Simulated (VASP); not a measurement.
Consider the following.

```
CELL_PARAMETERS angstrom
      0.00000     2.27315     2.27315
      2.27315     0.00000     2.27315
      2.27315     2.27315     0.00000
ATOMIC_POSITIONS crystal
  B  0.00000 0.00000 0.00000
  P  0.25000 0.25000 0.25000
```

All values below come from PBE GGA, VASP's PBE PAW potentials (set 64) (plane waves; VASP). Settings: 520 eV cut-off, Gaussian smearing of 0.050 eV, potentials B P.

Give the energies of bands 2 to 7 at the high-symmetry points, in eV from the valence-band maximum.

| band | Γ | X | U | L | W |
|---|---|---|---|---|---|
| 2 | 0.00 | -8.55 | -8.14 | -8.99 | -8.04 |
| 3 | 0.00 | -4.09 | -6.19 | -1.75 | -5.64 |
| 4 | 0.00 | -4.09 | -3.49 | -1.75 | -5.44 |
| 5 | 3.39 | 1.34 | 2.15 | 3.75 | 5.34 |
| 6 | 3.39 | 1.66 | 5.99 | 4.71 | 6.76 |
| 7 | 3.39 | 12.07 | 9.70 | 4.71 | 7.21 |

The gap is indirect, 1.25 eV, from the valence maximum at Γ to the conduction minimum at Γ-X at 0.86.

The compound is BP in the zinc blende structure. It was relaxed first.
